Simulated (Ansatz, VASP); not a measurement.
# Ge (Germanium) in two plane-wave programs

Wanted: the spread between two codes on one cell, functional and k mesh. The two relaxations start from unlike cells of this crystal (the structure described is Ansatz's start), so only their ends are compared.

Method: plane waves, with VASP 6.6.1 beside it; relaxation of cell and atoms at PBE with D4, in Ansatz 0.2.0.

### Step 1. Set-up

Symmetry: Fd-3m, No. 227, cubic system. Conventional cell: a = 5.658 Å, b = 5.658 Å, c = 5.658 Å, α = 90.00°, β = 90.00°, γ = 90.00°. Nearest to Ge lie 4 Ge at 2.45 Å.

As a file:

```
Ge
1.0
     0.00000    2.82891    2.82891
     2.82891    0.00000    2.82891
     2.82891    2.82891    0.00000
Ge
2
Direct
  0.00000 0.00000 0.00000
  0.25000 0.25000 0.25000
```

### Step 2. VASP: relaxation of cell and atoms, PBE with D4

The relaxed volume is the usual yardstick between codes: in a stiff, nearly cubic crystal its relative difference is about their pressure difference at one cell divided by the bulk modulus.

Lines of VASP's logs that name or quote its potential files are left out, and so is its time.

Contents of INCAR:

```
SYSTEM = Ge
PREC = Accurate
ENCUT = 500
EDIFF = 1E-07
NELM = 120
ISMEAR = -1
SIGMA = 0.05
LREAL = .FALSE.
ALGO = Normal
GGA = PE
IVDW = 13
NBANDS = 20
LORBIT = 11
LWAVE = .FALSE.
LCHARG = .FALSE.
ISIF = 3
IBRION = 2
NSW = 80
EDIFFG = -0.005
LASPH = .TRUE.
GGA_COMPAT = .FALSE.
NELMIN = 4
```

Contents of POSCAR:

```
Ge
1.0
    0.0000000000      2.8457101496      2.8457101496
    2.8457101496      0.0000000000      2.8457101496
    2.8457101496      2.8457101496      0.0000000000
Ge
2
Direct
    0.0000000000      0.0000000000      0.0000000000
    0.2500000000      0.2500000000      0.2500000000
```

Contents of KPOINTS:

```
Automatic mesh
0
Gamma
10 10 10
0 0 0
```

Potentials, in the order of the species: Ge_d (PBE family, release 64).

Started as:

```console
mpirun -np 1 vasp_std
```

Numbers of over 12 decimals in the logs are rounded to 6 here.

Log:

```text
[banner, memory and clock lines left out]
running    1 mpi-ranks, on    1 nodes
 distrk:  each k-point on    1 cores,    1 groups
 distr:  one band on    1 cores,    1 groups

 POSCAR found type information on POSCAR Ge
 POSCAR found :  1 types and       2 ions
 LDA part: xc-table for (Slater+PW92), standard interpolation
 POSCAR, INCAR and KPOINTS ok, starting setup
 FFT: planning ... GRIDC
 FFT: planning ... GRID_SOFT
 FFT: planning ... GRID
 WAVECAR not read
 entering main loop
       N       E                     dE             d eps       ncg     rms          rms(c)
DAV:   1     0.179523124164E+03    0.17952E+03   -0.14614E+04  2020   0.370E+03
DAV:   2     0.160036377833E+02   -0.16352E+03   -0.15921E+03  1880   0.600E+02
DAV:   3    -0.832174481479E+01   -0.24325E+02   -0.24168E+02  2076   0.143E+02
DAV:   4    -0.909052836556E+01   -0.76878E+00   -0.76794E+00  2132   0.301E+01
DAV:   5    -0.910354512877E+01   -0.13017E-01   -0.13016E-01  2108   0.422E+00    0.312E+00
DAV:   6    -0.904861398650E+01    0.54931E-01   -0.21145E-02  2144   0.152E+00    0.185E+00
DAV:   7    -0.901970110480E+01    0.28913E-01   -0.47098E-02  2048   0.203E+00    0.146E-01
DAV:   8    -0.902139365271E+01   -0.16925E-02   -0.59708E-03  2080   0.999E-01    0.417E-02
DAV:   9    -0.902154734425E+01   -0.15369E-03   -0.23989E-04  2096   0.219E-01    0.152E-02
DAV:  10    -0.902156710924E+01   -0.19765E-04   -0.41217E-05  2344   0.709E-02    0.596E-03
DAV:  11    -0.902156903284E+01   -0.19236E-05   -0.60431E-06  2288   0.416E-02    0.150E-03
DAV:  12    -0.902156901272E+01    0.20119E-07   -0.21351E-07  1700   0.844E-03
   1 F= -.96639908E+01 E0= -.96637177E+01  d E =-.966399E+01
 curvature:   0.00 expect dE= 0.000E+00 dE for cont linesearch  0.000E+00
 trial: gam= 0.00000 g(F)=  0.443E-46 g(S)=  0.955E-05 ort = 0.000E+00 (trialstep = 0.100E+01)
 search vector abs. value=  0.955E-05
 bond charge predicted
       N       E                     dE             d eps       ncg     rms          rms(c)
DAV:   1    -0.902123595239E+01    0.33308E-03   -0.28165E-03  2572   0.102E+00    0.859E-02
DAV:   2    -0.902107663725E+01    0.15932E-03   -0.20488E-04  2476   0.281E-01    0.427E-02
DAV:   3    -0.902102720680E+01    0.49430E-04   -0.78738E-05  2544   0.152E-01    0.103E-02
DAV:   4    -0.902102534632E+01    0.18605E-05   -0.95050E-06  2416   0.594E-02    0.222E-03
DAV:   5    -0.902102515960E+01    0.18671E-06   -0.63206E-07  2032   0.148E-02    0.156E-03
DAV:   6    -0.902102528479E+01   -0.12519E-06   -0.34964E-08  1152   0.344E-03    0.628E-05
DAV:   7    -0.902102530404E+01   -0.19249E-07   -0.57025E-09  1060   0.899E-04
   2 F= -.96639827E+01 E0= -.96637121E+01  d E =0.808073E-05
 trial-energy change:    0.000008  1 .order    0.000002   -0.000010    0.000014
 step:   0.3983(harm=  0.3983)  dis= 0.00000  next Energy=    -9.663993 (dE=-0.190E-05)
 bond charge predicted
       N       E                     dE             d eps       ncg     rms          rms(c)
DAV:   1    -0.902143053537E+01   -0.40525E-03   -0.10253E-03  2564   0.618E-01    0.517E-02
DAV:   2    -0.902137437027E+01    0.56165E-04   -0.73777E-05  2464   0.169E-01    0.257E-02
DAV:   3    -0.902135589708E+01    0.18473E-04   -0.28524E-05  2524   0.916E-02    0.616E-03
DAV:   4    -0.902135363802E+01    0.22591E-05   -0.34387E-06  2404   0.358E-02    0.134E-03
DAV:   5    -0.902135367701E+01   -0.38990E-07   -0.20836E-07  1192   0.887E-03
   3 F= -.96639887E+01 E0= -.96637167E+01  d E =0.204536E-05
 curvature:  -0.20 expect dE=-0.175E-07 dE for cont linesearch -0.175E-07
 trial: gam= 0.00000 g(F)=  0.122E-45 g(S)=  0.877E-07 ort =-0.915E-06 (trialstep = 0.880E+00)
 search vector abs. value=  0.878E-07
 reached required accuracy - stopping structural energy minimisation
```

From OUTCAR (step 2):

```text
ion  position               nearest neighbor table
   1  0.000  0.000  0.000-   2 2.46   2 2.46   2 2.46   2 2.46
   2  0.250  0.250  0.250-   1 2.46   1 2.46   1 2.46   1 2.46

  LATTYP: Found a face centered cubic cell.
 ALAT       =     5.6914202992

 Subroutine GETGRP returns: Found 48 space group operations
 (whereof 24 operations were pure point group operations)

The static configuration has the point symmetry T_d .
 The point group associated with its full space group is O_h .

 Found     47 irreducible k-points:

   k-points           NKPTS =     47   k-points in BZ     NKDIM =     47   number of bands    NBANDS=     20

   dimension x,y,z NGX =    30 NGY =   30 NGZ =   30
   dimension x,y,z NGXF=    60 NGYF=   60 NGZF=   60

   ENCUT  =  500.0 eV  36.75 Ry    6.06 a.u.   7.34  7.34  7.34*2*pi/ulx,y,z

   NELECT =      28.0000    total number of electrons

 k-points in reciprocal lattice and weights: Automatic mesh
   0.00000000  0.00000000  0.00000000       0.001
   0.10000000  0.00000000  0.00000000       0.008
   0.20000000  0.00000000  0.00000000       0.008
   0.30000000  0.00000000  0.00000000       0.008
   0.40000000  0.00000000  0.00000000       0.008
   0.50000000  0.00000000  0.00000000       0.004
   0.10000000  0.10000000  0.00000000       0.006
   0.20000000  0.10000000  0.00000000       0.024
   0.30000000  0.10000000  0.00000000       0.024
[...]
-0.30000000  0.40000000  0.20000000       0.024
  -0.30000000  0.50000000  0.20000000       0.012

 average (electrostatic) potential at core
       1 -74.4992       2 -74.4992

 E-fermi :   4.8405

 k-point     1 :       0.0000    0.0000    0.0000
  band No.  band energies     occupation
    ...
     11      -7.8161      2.00000
     12       4.6998      1.88674
     13       4.8239      1.16431
     14       4.8239      1.16431
     15       4.8239      1.16430
     16       7.3709      0.00000
     17       7.3709      0.00000
     18       7.3709      0.00000
     19      11.2081      0.00000
     20      14.2602      0.00000

 k-point     2 :       0.1000    0.0000    0.0000
  band No.  band energies     occupation
    ...
     10     -19.7116      2.00000
     11      -7.6961      2.00000
     12       2.9264      2.00000
     13       4.5992      1.98408
     14       4.5992      1.98408
     15       5.7637      0.00000
     16       7.6725      0.00000
     17       7.6725      0.00000
     18       7.9280      0.00000
     19      11.8318      0.00000
    ...

 k-point     3 :       0.2000    0.0000    0.0000
  band No.  band energies     occupation
    ...
     10     -19.7026      2.00000
     11      -7.3429      2.00000
     12       1.0256      2.00000
     13       4.1666      2.00000
     14       4.1667      2.00000
     15       5.6134      0.00000
     16       8.2281      0.00000
     17       8.2281      0.00000
     18       9.4776      0.00000
     19      12.8156      0.00000
    ...

  DFT-D4 for vdW energy calculation

  Edisp (eV):   -0.64264

  Total       0.00110     0.00110     0.00110     0.00000    -0.00000     0.00000
  in kB       0.03827     0.03827     0.03827     0.00000    -0.00000     0.00000
  external pressure =        0.04 kB  Pullay stress =        0.00 kB

  energy-cutoff  :      500.00
  volume of cell :       46.07
      direct lattice vectors                 reciprocal lattice vectors
     0.000000000  2.845396093  2.845396093    -0.175722460  0.175722460  0.175722460
     2.845396093  0.000000000  2.845396093     0.175722460 -0.175722460  0.175722460
     2.845396093  2.845396093 -0.000000000     0.175722460  0.175722460 -0.175722460

 POSITION                                       TOTAL-FORCE (eV/Angst)
 -----------------------------------------------------------------------------------
      0.00000      0.00000      0.00000        -0.000000     -0.000000     -0.000000
      1.42270      1.42270      1.42270         0.000000      0.000000      0.000000
 -----------------------------------------------------------------------------------
    total drift:                                0.000000      0.000000      0.000000

  FREE ENERGIE OF THE ION-ELECTRON SYSTEM (eV)
  ---------------------------------------------------
  free  energy   TOTEN  =        -9.6639887378 eV

  energy  without entropy=       -9.6634445782  energy(sigma->0) =       -9.66371666

 reached required accuracy - stopping structural energy minimisation

 total charge
# of ion       s       p       d       tot
------------------------------------------
    1        1.132   1.246  10.021  12.399
    2        1.132   1.246  10.021  12.399
--------------------------------------------------
tot          2.263   2.493  20.042  24.798

[... 3 further parts left out ...]
```

CONTCAR:

```
Ge
   1.00000000000000
     0.0000000000000000    2.8453960930496951    2.8453960930496951
     2.8453960930496951    0.0000000000000000    2.8453960930496951
     2.8453960930496951    2.8453960930496951   -0.0000000000000000
  Ge
     2
Direct
     0.0000000000000000    0.0000000000000000    0.0000000000000000
     0.2500000000000000    0.2500000000000000    0.2500000000000000
```

Dispersion corrections of this kind ignore metallic screening and tend to overbind metals.

### Step 3. Ansatz: relaxation of cell and atoms, PBE with D4

Ansatz runs on its default PAW (the set named soft_2) files.

Its own start cell and the same functional, mesh and smearing now go to Ansatz, which takes its cutoff from its data sets.

Contents of input.yaml:

```yaml
crystal:
  lattice:
    - [0.0, 2.82891, 2.82891]
    - [2.82891, 0.0, 2.82891]
    - [2.82891, 2.82891, 0.0]
  atoms:
    - { symbol: Ge, position: [0.0, 0.0, 0.0] }
    - { symbol: Ge, position: [0.25, 0.25, 0.25] }
kpoints:
  mp_grid: { grid: [10, 10, 10] }
scf:
  occupations: { method: fermi_dirac, width: 0.05 }
hamiltonian:
  xc: pbe
  pseudopotentials: { kind: paw }
  dispersion: d4
relax:
  f_tol: 0.01
  max_steps: 60
  cell: { stress_tol: 0.02 }
output:
  forces: true
  stress: true
```

Started as:

```console
ansatz run input.yaml --threads 4 --pin off --max-ram 8192MiB --backend cpu --events-out ev --progress --plain --runs-dir out
```

Log:

```text
Engine: ansatz 0.2.0, aarch64-unknown-linux-gnu
Pseudopotentials: kind: paw
Pseudopotential: Ge, paw, valence charge 14, recommended cutoff 420 eV (normal), Ge.paw.azcp
Functional definition: PBE
  parameter kappa = 0.804
  parameter beta = 0.066725
  exchange = pbe_x(kappa = kappa, mu = beta*pi^2/3)
  correlation = pbe_c(beta = beta)
Crystal: 2 atoms, lattice volume = 45.278 Å³
Basis set: ecut = 420 eV, 893 PW (Γ), exchange–correlation on 54×54×54 points (8 copies of the dense FFT grid, shifted against one another)
Bands: 18, of which v1, the nominal top of the filled ones, is band 14 counted from 1 (13 counted from 0)
Symmetry: 48 space group operations
Space group: Fd-3m (ITA 227), of the structure as read, at distance tolerance 3.6e-5 Å
k-points: 47 of 1000
Non-local potential: Ge, projectors of the file, l = 0: 2, l = 1: 2, l = 2: 3, l = 3: 1
PAW form: soft (Blöchl's): semilocal exchange-correlation on the pseudo side does not see the compensation charge
PAW one-centre angular grid: Ge, 590 points (default); XC on 64 Gauss nodes
Initial density: superposition of atomic densities (neutral atoms: chi_scale 0, normalization atom), corrected by the library's trained network
Initial wavefunctions: pseudopotential atomic-orbital guess
Functional: x = pbe(κ = 0.804, μ = 0.219515), c = pbe(β = 0.066725)
SCF iter   1: F=—  HF=-8590.592526 eV  |F-HF|=—  |Δ(HF+E_count)|=         —  Δρ=1.27e-3  dr2=7.54e-4  ethr=1.77e-3  ⟨swp⟩=6.0  Hψ=4032  notcnv=0
preconditioner: auto → none  [insulator: Δε(μ)=0.149 eV  Ē_g=23.454 eV  σ=0.050 eV  W_gap=0.51  n_scr=14 (ndim 8)  ℏωp=29.2 eV  f_vac=0.080  D(μ)=0.05/eV (n_scr^D=0)  ε∞_Penn≈2.6]
SCF iter   2: F=—  HF=-8590.592027 eV  |F-HF|=—  |Δ(HF+E_count)|=   4.99e-4  Δρ=8.82e-4  dr2=2.21e-4  ethr=2.69e-6  ⟨swp⟩=2.0  Hψ=1775  notcnv=0
SCF iter   3: F=—  HF=-8590.592012 eV  |F-HF|=—  |Δ(HF+E_count)|=   1.50e-5  Δρ=3.01e-4  dr2=2.81e-5  ethr=7.90e-7  ⟨swp⟩=2.0  Hψ=1505  notcnv=0
SCF iter   4: F=—  HF=-8590.592043 eV  |F-HF|=—  |Δ(HF+E_count)|=   3.13e-5  Δρ=9.61e-5  dr2=3.51e-6  ethr=1.00e-7  ⟨swp⟩=2.0  Hψ=1038  notcnv=0
SCF iter   5: F=—  HF=-8590.592046 eV  |F-HF|=—  |Δ(HF+E_count)|=   2.53e-6  Δρ=1.97e-5  dr2=1.15e-7  ethr=1.26e-8  ⟨swp⟩=2.0  Hψ=1508  notcnv=0
SCF iter   6: F=-8590.592046 eV  HF=-8590.592046 eV  |F-HF|=5.20e-10  |Δ(HF+E_count)|=   9.79e-9  Δρ=6.99e-7  dr2=3.04e-10  ethr=3.57e-10  ⟨swp⟩=4.0  Hψ=3003  notcnv=0
SCF 1 converged in 6 iterations: F = -8590.592046 eV  dr2 = 3.04e-10
  greatest PAW one-centre occupation: 0.998 electrons in one spin orbital (limit 2), on the Ge atom at site 1 (counted from 0), in its partial waves of l = 2
relax step   1: F+E_penalty+E_count = -8590.59204582 eV  Δ(F+E_penalty+E_count) = +0.000e0 eV  max|allowed force component| = 3.007e-17 eV/Å  Δτ_max = 0.0000 Å  P = +1.326 GPa  Ω = 45.278 Å³  (6 SCF iters, dr2 threshold 1.00e-7 eV, accepted)
[...]
relax step   2: F+E_penalty+E_count = -8590.59543670 eV  Δ(F+E_penalty+E_count) = -3.391e-3 eV  max|allowed force component| = 1.434e-16 eV/Å  Δτ_max = 0.0000 Å  P = +0.261 GPa  Ω = 45.991 Å³  energy of the carried Pulay correction = -1.161e-4 eV  (5 SCF iters, dr2 threshold 2.00e-7 eV, accepted)
[...]
relax step   3: F+E_penalty+E_count = -8590.59555790 eV  Δ(F+E_penalty+E_count) = -1.212e-4 eV  max|allowed force component| = 7.864e-17 eV/Å  Δτ_max = 0.0000 Å  P = +0.008 GPa  Ω = 46.169 Å³  energy of the carried Pulay correction = -1.448e-4 eV  (4 SCF iters, dr2 threshold 1.70e-7 eV, accepted)
[...]
relax step   4: F+E_penalty+E_count = -8590.59569948 eV  Δ(F+E_penalty+E_count) = -1.416e-4 eV  max|allowed force component| = 1.342e-16 eV/Å  Δτ_max = 0.0000 Å  P = +0.009 GPa  Ω = 46.169 Å³  stress off target by 9.20e-3 GPa  SCF on the basis re-selected at this cell (its energy is not comparable with the rows above)  (8 SCF iters)
basis re-selected at this cell: Δ(F+E_penalty+E_count) = -1.416e-4 eV, ΔP = +0.001 GPa vs the last step (what re-selecting the basis moved, of the pressure what is left beyond the Pulay correction that the steps carried, after the strain that the cell walked since its last selection, with what the two solves' SCF thresholds leave and, on support functions, any second-order correction that the steps lacked; it is no m [...]
SCF converged after 8 iterations
Free energy (F): -8590.595699 eV
Harris-Foulkes:  -8590.595699 eV  (|F-HF|=1.46e-11)
Internal energy: -8590.595133 eV  (E = F + TS)
E sigma→0 (E₀):  -8590.595416 eV
Entropy (-TS):   -0.000566 eV (-0.283 meV/atom)
Fermi energy:    8.332799 eV
--- Per-component energies (eV) ---
  E_band       = -304.584239
  E_kinetic    = 222.676098
  E_local      = -4968.858762  (includes V_loc(G=0)·N_el)
  E_nonlocal   = 836.902110
  E_hartree    = 2179.712396
  E_xc         = -151.041253
  E_vxc        = -129.081954  (∫ρ·V_xc dr)
  E_paw        = -4039.617576  (= ΣΔE_a)
  E_vpaw       = -625.647059  (= ΣTr[D̂ρ^β])
  E_aug_tail   = 0.000575  (compensation charges beyond the density's cutoff)
  E_ewald      = -2669.727107
  E_disp       = -0.641613  (pairwise vdW)
  E_smearing   = -0.000566  (= −TS)
  E_closure    = 0.000000  (closes the sum)
  Σ components = -8590.595699   (vs F -8590.595699, Δ=0.00e0)
--- Forces (eV/Å), atoms counted from 1 ---
  atom   1  Ge    -0.00000000    -0.00000000    -0.00000000
  atom   2  Ge     0.00000000    -0.00000000     0.00000000
  max |Σ_I F_I| component: 2.78e-17 eV/Å
--- Stress (GPa, compression-positive) ---
        0.009199       0.000000       0.000000
       -0.000000       0.009199      -0.000000
        0.000000       0.000000       0.009199
  P = ⅓ Tr σ = 0.0092 GPa (0.092 kbar)
--- Relaxed structure (3 steps of the walk, 3 accepted, 1 SCFs on fresh bases) ---
  F+E_penalty+E_count = -8590.59569948 eV   max|allowed force component| = 1.342e-16 eV/Å   (the final SCF, on the basis selected at the relaxed cell)
  cell:  # Å, volume = 46.1695 Å³
    - [0, 2.847356, 2.847356]
    - [2.847356, 0, 2.847356]
    - [2.847356, 2.847356, 0]
  atoms:
    - { symbol: Ge, position: [0, 0, 0] }
    - { symbol: Ge, position: [0.250000, 0.250000, 0.250000] }
```

The column dr2 measures how far the density is from self-consistency, as an energy; F and HF (Harris–Foulkes) agree once it is small.

### Step 4. Comparison

Known differences besides the potentials themselves: the cutoff is 420 eV in Ansatz and 500 eV in VASP; Ansatz adds a Pulay correction to the stress that steers its cell, VASP none. Total energies have different zeros and are not compared.

Compared:

| quantity | Ansatz | VASP | difference |
| --- | --- | --- | --- |
| volume (Å³) | 46.17 | 46.07 | +0.21 % |
| edge a after relaxation, in the typed setting (Å) | 4.027 | 4.024 | +0.07 % |

### Step 5. Outcome

```
difference in volume (relaxation of cell and atoms, PBE with D4) : 0.21 %
```

In words: The difference in volume is 0.21 % (relaxation of cell and atoms, PBE with D4), within the 1.2 % picked in this series as the mark of a large difference, as far as the stopping tolerances let one tell. Such differences can come from data sets, numerical settings and the points named under the comparisons, not from the functional's error against experiment.

[Lines on the potential files, build, host, timing and source positions are cut from VASP's logs without a mark.]

[Logs are printed without paths, hosts, clocks, repeated set-up lines and the standing remarks that a program may print on its own settings, such as how far it seeks lower states.]

[Hosts, paths, dates, database ids (printed as entryN), source tags and the programs' standing remarks are cut or masked in the printed files.]
